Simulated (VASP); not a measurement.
PbF2 (fluorite), at 1.04 of the tabulated volume:

```xyz
3
Lattice="0.0000 3.0091 3.0091 3.0091 0.0000 3.0091 3.0091 3.0091 0.0000" Properties=species:S:1:pos:R:3 pbc="T T T"
Pb     0.0000     0.0000     0.0000
F      1.5045     1.5045     1.5045
F      4.5136     4.5136     4.5136
```

The lowest empty band near X, direction across the valley's axis, from PBE with spin-orbit coupling in VASP (PAW); its two spin partners are averaged. The gap over the points computed is 4.14 eV, and the next band on that side lies 3.09 eV away at the edge.

Settings: 520 eV cut-off, 7×7×7 Γ-centred mesh, Gaussian smearing of 0.050 eV, potentials Pb_d F.

```csv
distance from the edge in k (1/Å),distance in energy (meV)
0.025,4.3
0.035,8.3
0.050,16.8
0.070,32.7
```

**Question.** Fit E(1 + αE) = ħ²k²/2m* (ħ²/2m0 = 3.810 eV Å²) and predict the row at 0.095 1/Å.

**Answer.** The rows don't resolve α, so a parabola serves: the electron mass is m* = 0.570 m0, and so 60.4 meV. The run gave 59.8 meV, -0.6 meV from the fit.

Left out are points under 3 meV from the edge, since the levels carry 0.1 meV, and points farther than half the way to the next band.

The compound is PbF2 in the fluorite structure, the β form. The cell was not relaxed at this level.
